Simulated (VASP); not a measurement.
Level of theory: r2SCAN meta-GGA, VASP's PBE PAW potentials (set 64) (plane waves; VASP).

VASP input:

INCAR:
```
ALGO  =  Normal
EDIFF  =  1E-7
ENCUT  =  520
ISIF  =  2
ISMEAR  =  -5
LASPH  =  T
LCHARG  =  F
LEFG  =  T
LMIXTAU  =  T
LORBIT  =  11
LREAL  =  F
LWAVE  =  F
METAGGA  =  R2SCAN
NEDOS  =  601
NELM  =  100
PREC  =  Accurate
SYSTEM  =  Al2O3
```

File KPOINTS_OPT:
```
k-points along high-symmetry lines
8
Line-mode
Reciprocal
  0.000000   0.000000   0.000000 ! GAMMA
  0.500000   0.500000   0.500000 ! T

  0.500000   0.500000   0.500000 ! T
  0.766196   0.233804   0.500000 ! H_2

  0.500000  -0.233804   0.233804 ! H_0
  0.500000  -0.000000   0.000000 ! L

  0.500000  -0.000000   0.000000 ! L
  0.000000   0.000000   0.000000 ! GAMMA

  0.000000   0.000000   0.000000 ! GAMMA
  0.366902  -0.366902   0.000000 ! S_0

  0.633098  -0.000000   0.366902 ! S_2
  0.500000  -0.000000   0.500000 ! F

  0.500000  -0.000000   0.500000 ! F
  0.000000   0.000000   0.000000 ! GAMMA
```

**KPOINTS**
```
kpoints
0
Gamma
 6 6 6
```

### POSCAR
```
Al2O3
1.0
  4.5399576397  -2.3782934410   0.0001317022
  4.5399576397   2.3782934410   0.0001317022
  3.2939557158   0.0000000000   3.9264933179
Al O
4 6
direct
  0.8518912185   0.8518912185   0.8518912185
  0.3518912185   0.3518912185   0.3518912185
  0.1481087815   0.1481087815   0.1481087815
  0.6481087815   0.6481087815   0.6481087815
  0.4437371184   0.0562628816   0.7500000000
  0.0562628816   0.7500000000   0.4437371184
  0.5562628816   0.9437371184   0.2500000000
  0.2500000000   0.5562628816   0.9437371184
  0.9437371184   0.2500000000   0.5562628816
  0.7500000000   0.4437371184   0.0562628816
```

POTCAR, in this order: Al O (PBE.64 set). Program: vasp_std.

What VASP printed:

**OSZICAR**
```
       N       E                     dE             d eps       ncg     rms          rms(c)
DAV:   1     0.233594369139E+03    0.23359E+03   -0.26625E+04  1920   0.157E+03
DAV:   2    -0.103805725689E+03   -0.33740E+03   -0.32829E+03  2512   0.331E+02
DAV:   3    -0.117643616742E+03   -0.13838E+02   -0.13802E+02  2304   0.732E+01
DAV:   4    -0.117759663360E+03   -0.11605E+00   -0.11591E+00  2304   0.761E+00
DAV:   5    -0.117761259438E+03   -0.15961E-02   -0.15959E-02  2226   0.902E-01    0.177E+01
DAV:   6    -0.982500216780E+02    0.19511E+02   -0.22184E+01  2244   0.245E+01    0.735E+00
DAV:   7    -0.951649528914E+02    0.30851E+01   -0.18908E+00  2184   0.114E+01    0.380E+00
DAV:   8    -0.103202742582E+03   -0.80378E+01   -0.26359E+00  2148   0.996E+00    0.203E+00
DAV:   9    -0.955100603560E+02    0.76927E+01   -0.19562E+00  1962   0.843E+00    0.628E-01
DAV:  10    -0.959710141335E+02   -0.46095E+00   -0.11268E-01  2064   0.288E+00    0.539E-01
DAV:  11    -0.960256445371E+02   -0.54630E-01   -0.37996E-03  2292   0.407E-01    0.428E-01
DAV:  12    -0.962627663038E+02   -0.23712E+00   -0.63685E-02  1992   0.250E+00    0.160E-01
DAV:  13    -0.962680346361E+02   -0.52683E-02   -0.55629E-03  2298   0.465E-01    0.295E-02
DAV:  14    -0.962683085501E+02   -0.27391E-03   -0.95048E-05  2262   0.765E-02    0.390E-02
DAV:  15    -0.962685448664E+02   -0.23632E-03   -0.21401E-04  2124   0.148E-01    0.249E-02
DAV:  16    -0.962695688086E+02   -0.10239E-02   -0.35426E-04  2070   0.178E-01    0.821E-03
DAV:  17    -0.962695136441E+02    0.55164E-04   -0.12237E-05  2304   0.303E-02    0.576E-03
DAV:  18    -0.962695930816E+02   -0.79437E-04   -0.36003E-05  2088   0.597E-02    0.327E-03
DAV:  19    -0.962695959921E+02   -0.29106E-05   -0.15479E-06  2208   0.116E-02    0.134E-03
DAV:  20    -0.962695966499E+02   -0.65773E-06   -0.37339E-08  1512   0.181E-03    0.754E-04
DAV:  21    -0.962695967270E+02   -0.77142E-07   -0.73910E-08  1392   0.262E-03
   1 F= -.96269597E+02 E0= -.96269597E+02  d E =0.000000E+00
       N       E                     dE             ncg
       N       E                     dE             ncg
```

### OUTCAR
```
------------------------ aborting loop because EDIFF is reached ----------------------------------------
  FORCE on cell =-STRESS in cart. coord.  units (eV):
  Direction    XX          YY          ZZ          XY          YZ          ZX
  --------------------------------------------------------------------------------------
  Total        0.0367621     -0.0179069     -0.0124013     -0.0000000      0.0000000      0.0173488
  in kB        0.6946562     -0.3383674     -0.2343353     -0.0000000      0.0000000      0.3278224
  external PRESSURE =       0.0406512 kB  Pullay stress =       0.0000000 kB
  volume of cell :       84.79
      direct lattice vectors                 reciprocal lattice vectors
     4.539957640 -2.378293441  0.000131702     0.110135866 -0.210234781 -0.092393553
     4.539957640  2.378293441  0.000131702     0.110135866  0.210234781 -0.092393553
     3.293955716  0.000000000  3.926493318    -0.000007388  0.000000000  0.254686372
 POSITION                                       TOTAL-FORCE (eV/Angst)
 -----------------------------------------------------------------------------------
     10.54119      0.00000      3.34517        -0.009237      0.000000     -0.002931
      4.35426      0.00000      1.38179        -0.009237      0.000000     -0.002931
      1.83268      0.00000      0.58159         0.009237      0.000000      0.002931
      8.01961      0.00000      2.54497         0.009237      0.000000      0.002931
      4.74045     -0.92153      2.94494         0.000000      0.001215     -0.000000
      5.12205      1.64991      1.74244         0.000318     -0.000607     -0.001003
      7.63343      0.92153      0.98182         0.000000     -0.001215     -0.000000
      6.76903      0.72838      3.70568         0.000318      0.000607     -0.001003
      7.25182     -1.64991      2.18432        -0.000318      0.000607      0.001003
      5.60484     -0.72838      0.22107        -0.000318     -0.000607      0.001003
 -----------------------------------------------------------------------------------
    total drift:                               -0.000000     -0.000000     -0.000000
  FREE ENERGIE OF THE ION-ELECTRON SYSTEM (eV)
  ---------------------------------------------------
  free  energy   TOTEN  =       -96.2695967270 eV

  energy  without entropy=      -96.2695967270  energy(sigma->0) =      -96.26959673

 total charge

# of ion       s       p       d       tot
------------------------------------------
    1        0.304   0.403   0.000   0.707
    2        0.304   0.403   0.000   0.707
    3        0.304   0.403   0.000   0.707
    4        0.304   0.403   0.000   0.707
    5        1.553   3.677   0.000   5.230
    6        1.553   3.677   0.000   5.230
    7        1.553   3.677   0.000   5.230
    8        1.553   3.677   0.000   5.230
    9        1.553   3.677   0.000   5.230
   10        1.553   3.677   0.000   5.230
--------------------------------------------------
tot         10.531  23.676   0.000  34.207

 Electric field gradients after diagonalization (V/A^2)
 (convention: |V_zz| > |V_xx| > |V_yy|)
----------------------------------------------------------------------
 ion       V_xx      V_yy      V_zz     asymmetry (V_yy - V_xx)/ V_zz
----------------------------------------------------------------------
   1      -3.007    -3.007     6.014       0.000
   2      -3.007    -3.007     6.014       0.000
   3      -3.007    -3.007     6.014       0.000
   4      -3.007    -3.007     6.014       0.000
   5      27.717     9.298   -37.015       0.498
   6      27.717     9.298   -37.015       0.498
   7      27.717     9.298   -37.015       0.498
   8      27.717     9.298   -37.015       0.498
   9      27.717     9.298   -37.015       0.498
  10      27.717     9.298   -37.015       0.498
```
(Selected blocks of OUTCAR.)

The compound is Al2O3 in the corundum structure. It was relaxed first.
